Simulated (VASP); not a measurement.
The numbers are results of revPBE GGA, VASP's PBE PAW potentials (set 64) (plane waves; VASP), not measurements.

Input for VASP

**KPOINTS**
```
Automatic mesh
0
Gamma
  8 8 4
0 0 0
```

### POSCAR
```
ZnO
1
    1.6750429429    -2.9012599513     0.0000000000
    1.6750429429     2.9012599513     0.0000000000
    0.0000000000     0.0000000000     5.3979404421
Zn O
2 2
Direct
  0.6666670000   0.3333330000   0.5009348263
  0.3333330000   0.6666670000   0.0009348263
  0.6666670000   0.3333330000   0.8810651737
  0.3333330000   0.6666670000   0.3810651737
```

**INCAR**
```
ALGO = Normal
EDIFF = 1E-7
EDIFFG = -0.01
ENCUT = 520
GGA = RE
IBRION = 2
ISIF = 4
ISMEAR = 0
LASPH = T
LCHARG = F
LMAXMIX = 4
LREAL = F
LWAVE = F
NELM = 100
NSW = 30
PREC = Accurate
SIGMA = 0.05
SYSTEM = ZnO
```

POTCAR, in this order: Zn O (PBE.64 set). Program: vasp_std.

The run wrote:

**OSZICAR**
```
       N       E                     dE             d eps       ncg     rms          rms(c)
DAV:   1     0.286767417634E+03    0.28677E+03   -0.18822E+04  1320   0.230E+03
DAV:   2     0.110635876609E+02   -0.27570E+03   -0.26469E+03  1446   0.437E+02
DAV:   3    -0.192602327626E+02   -0.30324E+02   -0.30089E+02  1548   0.152E+02
DAV:   4    -0.198391514490E+02   -0.57892E+00   -0.57828E+00  1422   0.228E+01
DAV:   5    -0.198435716851E+02   -0.44202E-02   -0.44200E-02  1554   0.190E+00    0.136E+01
DAV:   6    -0.164165688219E+02    0.34270E+01   -0.12654E+01  2326   0.756E+01    0.794E+00
DAV:   7    -0.165786091215E+02   -0.16204E+00   -0.26806E+00  1484   0.199E+01    0.480E+00
DAV:   8    -0.166114776993E+02   -0.32869E-01   -0.82687E-01  1838   0.883E+00    0.177E+00
DAV:   9    -0.165504025840E+02    0.61075E-01   -0.19065E-01  1982   0.801E+00    0.323E-01
DAV:  10    -0.165543804180E+02   -0.39778E-02   -0.55247E-02  1344   0.180E+00    0.158E-01
DAV:  11    -0.165545664689E+02   -0.18605E-03   -0.92063E-04  1526   0.434E-01    0.820E-02
DAV:  12    -0.165545887866E+02   -0.22318E-04   -0.38917E-04  1816   0.439E-01    0.295E-02
DAV:  13    -0.165546238607E+02   -0.35074E-04   -0.10172E-04  1670   0.181E-01    0.312E-02
DAV:  14    -0.165546124412E+02    0.11419E-04   -0.47572E-05  1674   0.730E-02    0.518E-03
DAV:  15    -0.165546125689E+02   -0.12769E-06   -0.11573E-05  1440   0.283E-02    0.353E-03
DAV:  16    -0.165546123038E+02    0.26515E-06   -0.39484E-07  1234   0.609E-03    0.229E-03
DAV:  17    -0.165546122235E+02    0.80301E-07   -0.16012E-07   852   0.911E-03
   1 F= -.16554612E+02 E0= -.16554612E+02  d E =-.165546E+02
       N       E                     dE             d eps       ncg     rms          rms(c)
DAV:   1    -0.165546238353E+02   -0.11532E-04   -0.91351E-03  1320   0.762E-01    0.190E-02
DAV:   2    -0.165546426808E+02   -0.18845E-04   -0.20258E-04  1440   0.118E-01    0.108E-02
DAV:   3    -0.165546421521E+02    0.52871E-06   -0.11281E-06  1554   0.988E-03    0.665E-03
DAV:   4    -0.165546419246E+02    0.22749E-06   -0.75181E-07  1374   0.758E-03    0.819E-04
DAV:   5    -0.165546419402E+02   -0.15629E-07   -0.19307E-07  1080   0.347E-03
   2 F= -.16554642E+02 E0= -.16554642E+02  d E =-.297168E-04
```

File OUTCAR:
```
------------------------ aborting loop because EDIFF is reached ----------------------------------------
  FORCE on cell =-STRESS in cart. coord.  units (eV):
  Direction    XX          YY          ZZ          XY          YZ          ZX
  --------------------------------------------------------------------------------------
  Total       -1.1044200     -1.1044203     -1.0812192      0.0000000      0.0000000     -0.0000000
  in kB      -33.7267243    -33.7267349    -33.0182186      0.0000000      0.0000000     -0.0000000
  external PRESSURE =     -33.4905593 kB  Pullay stress =       0.0000000 kB
  volume of cell :       52.47
      direct lattice vectors                 reciprocal lattice vectors
     1.674994858 -2.901176653  0.000000000     0.298508379 -0.172343866  0.000000000
     1.674994858  2.901176653 -0.000000000     0.298508379  0.172343866  0.000000000
    -0.000000000  0.000000000  5.398250393     0.000000000  0.000000000  0.185245205
  FREE ENERGIE OF THE ION-ELECTRON SYSTEM (eV)
  ---------------------------------------------------
  free  energy   TOTEN  =       -16.5546419402 eV

  energy  without entropy=      -16.5546419402  energy(sigma->0) =      -16.55464194

 reached required accuracy - stopping structural energy minimisation
```
(Selected blocks of OUTCAR.)

### CONTCAR
```
ZnO
   1.00000000000000
     1.6749948579693219   -2.9011766532493652    0.0000000000000000
     1.6749948579693219    2.9011766532493652   -0.0000000000000000
    -0.0000000000000000    0.0000000000000000    5.3982503926488263
  Zn              O
     2     2
Direct
     0.6666669999999968    0.3333330000000032    0.5010568333428442
     0.3333330000000032    0.6666669999999968    0.0010568333428513
     0.6666669999999968    0.3333330000000032    0.8809431666571537
     0.3333330000000032    0.6666669999999968    0.3809431666571537
```

The compound is ZnO in the wurtzite structure. This cell is one point of a volume scan, at 1.03 of the reference volume. Symmetry was kept, so distortions that lower it aren't found.
